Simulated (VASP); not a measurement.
VASP input:

INCAR:
```
SIGMA = 0.05   ! width (eV)
SYSTEM = AgBr
GGA = RE   ! revPBE
LCHARG = F
EDIFF = 1E-7   ! SCF stop (eV)
LASPH = T   ! aspherical one-centre terms
LMAXMIX = 4   ! l cut-off of mixed one-centre charges
PREC = Accurate
LWAVE = F
NELM = 100   ! most electronic steps
ISMEAR = 0
ISIF = 2   ! forces and stress, cell fixed
ENCUT = 520   ! plane-wave cut-off (eV)
ALGO = Normal   ! blocked Davidson
LREAL = F   ! projection in real space or not
```

### POSCAR
```
AgBr
4.2484020
  0.0000000000   0.7071067712   0.7071067712
  0.7071067712   0.0000000000   0.7071067712
  0.7071067712   0.7071067712   0.0000000000
Ag Br
1 1
Direct
  0.0000000000   0.0000000000   0.0000000000
  0.5000000000   0.5000000000   0.5000000000
```

KPOINTS:
```
Automatic mesh
0
Gamma
8 8 8
0 0 0
```

POTCAR, in this order: Ag Br (PBE.64 set). Program: vasp_std.

Q: Write an equivalent input for Ansatz.

A: One equivalent input (not run):
Ansatz 0.2 input:
```yaml
crystal:
  lattice:
    - [0.0000000, 3.0040738, 3.0040738]
    - [3.0040738, 0.0000000, 3.0040738]
    - [3.0040738, 3.0040738, 0.0000000]
  atoms:
    - { symbol: Ag, position: [0.0000000, 0.0000000, 0.0000000] }
    - { symbol: Br, position: [0.5000000, 0.5000000, 0.5000000] }
kpoints:
  mp_grid: { grid: [8, 8, 8] }
hamiltonian:
  xc: revpbe
  pseudopotentials: { kind: paw }
scf:
  occupations: { method: gaussian, width: 0.05 }
  max_iter: 100
output: { forces: true, stress: true, eigenvalues: true }
```
What does not carry over: each code has its own PAW files, so the cut-off isn't converted (ENCUT is set for VASP's; basis.ecutwfc is left out, and Ansatz then takes the one that its files recommend); Ansatz stops its SCF on the density residual and VASP on the energy change (EDIFF).

The compound is AgBr in the rock salt structure. This cell is one point of a volume scan, at 1.03 of the reference volume.
